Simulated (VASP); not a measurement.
Computed with PBE GGA, VASP's PBE PAW potentials (set 64) (plane waves; VASP 6.6.1). For the first row: Numerical set-up: 520 eV cut-off, 13×13×13 Γ-centred mesh, first-order Methfessel-Paxton smearing of 0.10 eV, potentials Al Co.

```json
[
 {"system": "CoAl (CsCl type)", "energy (eV/atom)": "-5.9943"},
 {"system": "Al (fcc)", "energy (eV/atom)": "-3.7456"},
 {"system": "Co (hcp)", "energy (eV/atom)": "-7.0358"}
]
```

The references are the elements' solids at the same level; no temperature or zero-point terms are added.

What is the formation energy per atom of CoAl?

The references average (1×(-3.7456) + 1×(-7.0358))/2 = -5.3907 eV, so the formation energy is -5.9943 − (-5.3907) = -0.604 eV/atom.
